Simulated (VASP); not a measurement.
Computed with vdW-DF2, VASP's PBE PAW potentials (set 64) (plane waves; VASP 6.6.1).

VASP ran on this input.

### KPOINTS
```
Automatic mesh
0
Gamma
7 7 7
0 0 0
```

File POSCAR:
```
CeO2
3.9084010
  0.0000000000   0.7071068097   0.7071068097
  0.7071068097   0.0000000000   0.7071068097
  0.7071068097   0.7071068097   0.0000000000
Ce O
1 2
Cartesian
  0.0000000000   0.0000000000   0.0000000000
  0.3535534048   0.3535534048   0.3535534048
  1.0606602145   1.0606602145   1.0606602145
```

**INCAR**
```
SYSTEM  =  CeO2
PREC  =  Accurate; ENCUT  =  520; LREAL  =  F
LASPH  =  T
EDIFF  =  1E-7; NELM  =  100; ALGO  =  Normal
LMAXMIX  =  6
ISMEAR  =  0; SIGMA  =  0.05
GGA  =  ML; LUSE_VDW  =  T; AGGAC  =  0.0
ZAB_VDW  =  -1.8867
ISIF  =  2
LWAVE  =  F; LCHARG  =  F
```

POTCAR, in this order: Ce O (PBE.64 set). Program: vasp_std.

The run wrote:

### OUTCAR
```
 ion  position               nearest neighbor table
   1  0.000  0.000  0.000-   3 2.39   3 2.39   3 2.39   2 2.39   2 2.39   2 2.39   3 2.39   2 2.39
  LATTYP: Found a face centered cubic cell.
 ALAT       =     5.5273139240
 Subroutine PRICEL returns:
 Original cell was already a primitive cell.
 Subroutine GETGRP returns: Found 48 space group operations
The static configuration has the point symmetry O_h .
The dynamic configuration has the point symmetry O_h .
 Subroutine INISYM returns: Found 48 space group operations
 Subroutine IBZKPT returns following result:
 Found     20 irreducible k-points:

 Following reciprocal coordinates:
            Coordinates               Weight
  0.000000  0.000000  0.000000      1.000000
  0.142857  0.000000  0.000000      8.000000
  0.285714  0.000000  0.000000      8.000000
  0.428571  0.000000  0.000000      8.000000
  0.142857  0.142857  0.000000      6.000000
  0.285714  0.142857  0.000000     24.000000
  0.428571  0.142857  0.000000     24.000000
 -0.428571  0.142857  0.000000     24.000000
 -0.285714  0.142857  0.000000     24.000000
 -0.142857  0.142857  0.000000     12.000000
  0.285714  0.285714  0.000000      6.000000
  0.428571  0.285714  0.000000     24.000000
 -0.428571  0.285714  0.000000     24.000000
 -0.285714  0.285714  0.000000     12.000000
  0.428571  0.428571  0.000000      6.000000
 -0.428571  0.428571  0.000000     12.000000
  0.428571  0.285714  0.142857     24.000000
 -0.428571  0.285714  0.142857     48.000000
 -0.428571  0.428571  0.142857     24.000000
 -0.285714  0.428571  0.142857     24.000000
   k-points           NKPTS =     20   k-points in BZ     NKDIM =     20   number of bands    NBANDS=     16
   number of dos      NEDOS =    301   number of ions     NIONS =      3
   total plane-waves  NPLWV =  27000
   dimension x,y,z NGX =    30 NGY =   30 NGZ =   30
   dimension x,y,z NGXF=    60 NGYF=   60 NGZF=   60
   ions per type =               1   2
   PREC   = accura    normal or accurate (medium, high low for compatibility)
   ISTART =      0    job   : 0-new  1-cont  2-samecut
   ICHARG =      2    charge: 1-file 2-atom 10-const
   ISPIN  =      1    spin polarized calculation?
   LNONCOLLINEAR =      F non collinear calculations
   LSORBIT =      F    spin-orbit coupling
   INIWAV =      1    electr: 0-lowe 1-rand  2-diag
   ENCUT  =  520.0 eV  38.22 Ry    6.18 a.u.   7.27  7.27  7.27*2*pi/ulx,y,z
   NELM   =    100;   NELMIN=  2; NELMDL= -5     # of ELM steps
   EDIFF  = 0.1E-06   stopping-criterion for ELM
   LREAL  =      F    real-space projection
   NLSPLINE    = F    spline interpolate recip. space projectors
   LMAXMIX     =    6 max onsite mixed and CHGCAR
   VOSKOWN=      0    Vosko Wilk Nusair interpolation
   EDIFFG = 0.1E-05   stopping-criterion for IOM
   NSW    =      0    number of steps for IOM
   NBLOCK =      1;   KBLOCK =      1    inner block; outer block
   IBRION =     -1    ionic relax: 0-MD 1-quasi-New 2-CG
   NFREE  =      0    steps in history (QN), initial steepest desc. (CG)
   ISIF   =      2    stress and relaxation
   ISYM   =      2    0-nonsym 1-usesym 2-fastsym
   TEIN   =    0.0    initial temperature
   TEBEG  =    0.0;   TEEND  =   0.0 temperature during run
   SMASS  =  -3.00    Nose mass-parameter (am)
   PSTRESS=    0.0 pullay stress
   NELECT =      24.0000    total number of electrons
   EFERMI =   0.00;   METHOD = LEGACY
   ISMEAR =     0;   SIGMA  =   0.05  broadening in eV -4-tet -1-fermi 0-gaus
   IALGO  =     38    algorithm
   LDIAG  =      T    sub-space diagonalisation (order eigenvalues)
   IMIX   =      4    mixing-type and parameters
     AMIX     =   0.40;   BMIX     =  1.00
     AMIX_MAG =   1.60;   BMIX_MAG =  1.00
     AMIN     =   0.10
...
```

File OSZICAR:
```
       N       E                     dE             d eps       ncg     rms          rms(c)
DAV:   1     0.244344811900E+03    0.24434E+03   -0.11740E+04   640   0.198E+03
DAV:   2     0.105134386684E+02   -0.23383E+03   -0.22397E+03  1040   0.303E+02
DAV:   3    -0.258359895856E+02   -0.36349E+02   -0.32940E+02   792   0.152E+02
DAV:   4    -0.272297526056E+02   -0.13938E+01   -0.13936E+01  1056   0.314E+01
DAV:   5    -0.273017858171E+02   -0.72033E-01   -0.72028E-01  1048   0.621E+00    0.263E+01
DAV:   6    -0.260302418232E+02    0.12715E+01   -0.13909E+02   968   0.638E+01    0.399E+01
DAV:   7    -0.227238626118E+02    0.33064E+01   -0.32382E+02  1104   0.151E+02    0.190E+01
DAV:   8    -0.222106009132E+02    0.51326E+00   -0.60731E+00   744   0.261E+01    0.146E+01
DAV:   9    -0.201586644681E+02    0.20519E+01   -0.91128E+00   944   0.239E+01    0.328E+00
DAV:  10    -0.199854104516E+02    0.17325E+00   -0.56416E-01   936   0.656E+00    0.230E+00
DAV:  11    -0.199124120677E+02    0.72998E-01   -0.16923E-01  1120   0.370E+00    0.185E+00
DAV:  12    -0.198852699660E+02    0.27142E-01   -0.25642E-02   928   0.143E+00    0.135E+00
DAV:  13    -0.198707679150E+02    0.14502E-01   -0.11194E+00   880   0.962E+00    0.186E+00
DAV:  14    -0.198886263176E+02   -0.17858E-01   -0.40603E-02  1096   0.141E+00    0.243E+00
DAV:  15    -0.198715763121E+02    0.17050E-01   -0.15881E-02   888   0.110E+00    0.196E+00
DAV:  16    -0.198359212302E+02    0.35655E-01   -0.23807E-01   952   0.414E+00    0.382E-01
DAV:  17    -0.198353702749E+02    0.55096E-03   -0.13600E-02  1128   0.101E+00    0.602E-01
DAV:  18    -0.198355013769E+02   -0.13110E-03   -0.10706E-03   952   0.293E-01    0.402E-01
DAV:  19    -0.198359081970E+02   -0.40682E-03   -0.13691E-03   896   0.348E-01    0.299E-01
DAV:  20    -0.198353899613E+02    0.51824E-03   -0.42925E-03   880   0.582E-01    0.342E-02
DAV:  21    -0.198353944223E+02   -0.44610E-05   -0.49844E-05   784   0.606E-02    0.389E-03
DAV:  22    -0.198353942554E+02    0.16686E-06   -0.27610E-06  1096   0.108E-02    0.185E-03
DAV:  23    -0.198353944328E+02   -0.17733E-06   -0.33083E-06   960   0.165E-02    0.351E-03
DAV:  24    -0.198353938254E+02    0.60733E-06   -0.24039E-06   856   0.151E-02    0.133E-03
DAV:  25    -0.198353938017E+02    0.23711E-07   -0.47062E-08   400   0.231E-03
   1 F= -.19835394E+02 E0= -.19835394E+02  d E =-.319401E-18
```

OUTCAR:
```
------------------------ aborting loop because EDIFF is reached ----------------------------------------
  FORCE on cell =-STRESS in cart. coord.  units (eV):
  Direction    XX          YY          ZZ          XY          YZ          ZX
  --------------------------------------------------------------------------------------
  Total        1.3285327      1.3285327      1.3285327      0.0000000      0.0000000      0.0000000
  in kB       50.4197184     50.4197184     50.4197184      0.0000000      0.0000000      0.0000000
  external PRESSURE =      50.4197184 kB  Pullay stress =       0.0000000 kB
  volume of cell :       42.22
      direct lattice vectors                 reciprocal lattice vectors
     0.000000000  2.763656962  2.763656962    -0.180919704  0.180919704  0.180919704
     2.763656962  0.000000000  2.763656962     0.180919704 -0.180919704  0.180919704
     2.763656962  2.763656962  0.000000000     0.180919704  0.180919704 -0.180919704
 POSITION                                       TOTAL-FORCE (eV/Angst)
 -----------------------------------------------------------------------------------
      0.00000      0.00000      0.00000         0.000000      0.000000      0.000000
      1.38183      1.38183      1.38183         0.000000      0.000000      0.000000
      4.14549      4.14549      4.14549        -0.000000     -0.000000     -0.000000
 -----------------------------------------------------------------------------------
    total drift:                                0.000000     -0.000000      0.000000
  FREE ENERGIE OF THE ION-ELECTRON SYSTEM (eV)
  ---------------------------------------------------
  free  energy   TOTEN  =       -19.8353938017 eV

  energy  without entropy=      -19.8353938017  energy(sigma->0) =      -19.83539380
```
(Selected blocks of OUTCAR.)

The compound is CeO2 in the fluorite structure. This cell is one point of a volume scan, at 0.97 of the reference volume. The run is not spin-polarised, so no magnetic state was tried.
